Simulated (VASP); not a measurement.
Output of a VASP run:

### OUTCAR
```
 ion  position               nearest neighbor table
   1  0.000  0.000  0.000-   3 3.05   3 3.05   3 3.05   2 3.05   3 3.05   2 3.05   2 3.05   2 3.05
  LATTYP: Found a face centered cubic cell.
 ALAT       =     7.0456599062
 Subroutine PRICEL returns:
 Original cell was already a primitive cell.
 Subroutine GETGRP returns: Found 48 space group operations
The static configuration has the point symmetry O_h .
The dynamic configuration has the point symmetry O_h .
 Subroutine INISYM returns: Found 48 space group operations
 Subroutine IBZKPT returns following result:
 Found     16 irreducible k-points:

 Following reciprocal coordinates:
            Coordinates               Weight
  0.000000  0.000000  0.000000      1.000000
  0.166667  0.000000  0.000000      8.000000
  0.333333  0.000000  0.000000      8.000000
  0.500000  0.000000  0.000000      4.000000
  0.166667  0.166667  0.000000      6.000000
  0.333333  0.166667  0.000000     24.000000
  0.500000  0.166667  0.000000     24.000000
 -0.333333  0.166667  0.000000     24.000000
 -0.166667  0.166667  0.000000     12.000000
  0.333333  0.333333  0.000000      6.000000
  0.500000  0.333333  0.000000     24.000000
 -0.333333  0.333333  0.000000     12.000000
  0.500000  0.500000  0.000000      3.000000
  0.500000  0.333333  0.166667     24.000000
 -0.333333  0.333333  0.166667     24.000000
 -0.333333  0.500000  0.166667     12.000000
   k-points           NKPTS =     16   k-points in BZ     NKDIM =     16   number of bands    NBANDS=     16
   number of dos      NEDOS =    301   number of ions     NIONS =      3
   total plane-waves  NPLWV =  32768
   dimension x,y,z NGX =    32 NGY =   32 NGZ =   32
   dimension x,y,z NGXF=    64 NGYF=   64 NGZF=   64
   ions per type =               1   2
   PREC   = accura    normal or accurate (medium, high low for compatibility)
   ISTART =      0    job   : 0-new  1-cont  2-samecut
   ICHARG =      2    charge: 1-file 2-atom 10-const
   ISPIN  =      1    spin polarized calculation?
   LNONCOLLINEAR =      F non collinear calculations
   LSORBIT =      F    spin-orbit coupling
   INIWAV =      1    electr: 0-lowe 1-rand  2-diag
   ENCUT  =  400.0 eV  29.40 Ry    5.42 a.u.   8.12  8.12  8.12*2*pi/ulx,y,z
   NELM   =    100;   NELMIN=  2; NELMDL= -5     # of ELM steps
   EDIFF  = 0.1E-05   stopping-criterion for ELM
   LREAL  =      F    real-space projection
   NLSPLINE    = F    spline interpolate recip. space projectors
   LMAXMIX     =    4 max onsite mixed and CHGCAR
   VOSKOWN=      0    Vosko Wilk Nusair interpolation
   EDIFFG = -.1E-01   stopping-criterion for IOM
   NSW    =     60    number of steps for IOM
   NBLOCK =      1;   KBLOCK =     60    inner block; outer block
   IBRION =      2    ionic relax: 0-MD 1-quasi-New 2-CG
   NFREE  =      1    steps in history (QN), initial steepest desc. (CG)
   ISIF   =      3    stress and relaxation
   ISYM   =      2    0-nonsym 1-usesym 2-fastsym
   TEIN   =    0.0    initial temperature
   TEBEG  =    0.0;   TEEND  =   0.0 temperature during run
   SMASS  =  -3.00    Nose mass-parameter (am)
   PSTRESS=    0.0 pullay stress
   NELECT =      24.0000    total number of electrons
   EFERMI =   0.00;   METHOD = LEGACY
   ISMEAR =     0;   SIGMA  =   0.05  broadening in eV -4-tet -1-fermi 0-gaus
   IALGO  =     38    algorithm
   LDIAG  =      T    sub-space diagonalisation (order eigenvalues)
   IMIX   =      4    mixing-type and parameters
     AMIX     =   0.40;   BMIX     =  1.00
     AMIX_MAG =   1.60;   BMIX_MAG =  1.00
     AMIN     =   0.10
   GGA     = PE    functional components
   VOSKOWN =     0    Vosko Wilk Nusair interpolation
   LHFCALC =     F    Hartree Fock is set to
   LHFONE  =     F    Hartree Fock one center treatment
   AEXX    =    0.0000 exact exchange contribution
   IVDW    =     0    specifies the selected vdW correction
   LEPSILON=     F    determine dielectric tensor
   LRPA    =     F    only Hartree local field effects (RPA)
  energy-cutoff  :      400.00
...
```

OSZICAR:
```
       N       E                     dE             d eps       ncg     rms          rms(c)
DAV:   1     0.135156213081E+03    0.13516E+03   -0.10099E+04   512   0.109E+03
DAV:   2    -0.489035738661E+01   -0.14005E+03   -0.13767E+03   656   0.226E+02
DAV:   3    -0.128438139647E+02   -0.79535E+01   -0.79463E+01   696   0.597E+01
DAV:   4    -0.130778235836E+02   -0.23401E+00   -0.23396E+00   944   0.852E+00
DAV:   5    -0.130790873491E+02   -0.12638E-02   -0.12637E-02   688   0.608E-01    0.122E+01
DAV:   6    -0.127712098423E+02    0.30788E+00   -0.82665E-01   704   0.515E+00    0.802E+00
DAV:   7    -0.127799971706E+02   -0.87873E-02   -0.44831E-01   752   0.409E+00    0.210E+00
DAV:   8    -0.127861144894E+02   -0.61173E-02   -0.60931E-02   632   0.146E+00    0.306E-01
DAV:   9    -0.127876949721E+02   -0.15805E-02   -0.27503E-03   752   0.314E-01    0.113E-01
DAV:  10    -0.127889774075E+02   -0.12824E-02   -0.10978E-03   592   0.215E-01    0.310E-02
DAV:  11    -0.127890610463E+02   -0.83639E-04   -0.10250E-04   776   0.583E-02    0.379E-02
DAV:  12    -0.127890705440E+02   -0.94977E-05   -0.12625E-05   656   0.202E-02    0.132E-02
DAV:  13    -0.127890737245E+02   -0.31805E-05   -0.96939E-06   648   0.166E-02    0.331E-03
DAV:  14    -0.127890736230E+02    0.10153E-06   -0.31356E-07   536   0.392E-03
   1 F= -.12789074E+02 E0= -.12789074E+02  d E =-.127891E+02
```

### OUTCAR
```
------------------------ aborting loop because EDIFF is reached ----------------------------------------
  FORCE on cell =-STRESS in cart. coord.  units (eV):
  Direction    XX          YY          ZZ          XY          YZ          ZX
  --------------------------------------------------------------------------------------
  Total       -0.0073985     -0.0073985     -0.0073985      0.0000000      0.0000000      0.0000000
  in kB       -0.1355650     -0.1355650     -0.1355650      0.0000000      0.0000000      0.0000000
  external PRESSURE =      -0.1355650 kB  Pullay stress =       0.0000000 kB
  volume of cell :       87.44
      direct lattice vectors                 reciprocal lattice vectors
     0.000000000  3.522829953  3.522829953    -0.141931347  0.141931347  0.141931347
     3.522829953  0.000000000  3.522829953     0.141931347 -0.141931347  0.141931347
     3.522829953  3.522829953  0.000000000     0.141931347  0.141931347 -0.141931347
 POSITION                                       TOTAL-FORCE (eV/Angst)
 -----------------------------------------------------------------------------------
      0.00000      0.00000      0.00000         0.000000      0.000000     -0.000000
      1.76141      1.76141      1.76141         0.000000      0.000000      0.000000
      5.28424      5.28424      5.28424        -0.000000     -0.000000     -0.000000
 -----------------------------------------------------------------------------------
    total drift:                                0.000000     -0.000000      0.000000
  FREE ENERGIE OF THE ION-ELECTRON SYSTEM (eV)
  ---------------------------------------------------
  free  energy   TOTEN  =       -12.7890736230 eV

  energy  without entropy=      -12.7890736230  energy(sigma->0) =      -12.78907362

 reached required accuracy - stopping structural energy minimisation
```
(Selected blocks of OUTCAR.)

**POSCAR**
```
SrCl2
1
   -0.0000000000     3.5228299531     3.5228299531
    3.5228299531     0.0000000000     3.5228299531
    3.5228299531     3.5228299531     0.0000000000
Sr Cl
1 2
Direct
  0.0000000000   0.0000000000   0.0000000000
  0.2500000000   0.2500000000   0.2500000000
  0.7500000000   0.7500000000   0.7500000000
```

### Question
Write an INCAR and KPOINTS that could have produced this output.

### Answer
Several could match; the one computed here: the input of the run itself, PBE GGA, plane waves, VASP's PBE PAW potentials (set 64).

INCAR:
```
# general
SYSTEM   =  SrCl2
PREC     =  Accurate
ENCUT    =  400
LREAL    =  F
LASPH    =  T

# electronic loop
EDIFF    =  1E-6
NELM     =  100
ALGO     =  Normal
LMAXMIX  =  4

# smearing
ISMEAR   =  0
SIGMA    =  0.05

# functional
GGA      =  PE

# ions
IBRION   =  2
NSW      =  60
ISIF     =  3
EDIFFG   =  -0.01

# output
LWAVE    =  F
LCHARG   =  F
```

### KPOINTS
```
kpoints
0
Gamma
6 6 6
```

POTCAR, in this order: Sr_sv Cl (PBE.64 set). Program: vasp_std.

The compound is SrCl2 in the fluorite structure. It was relaxed first. The start is the result of an earlier pass.
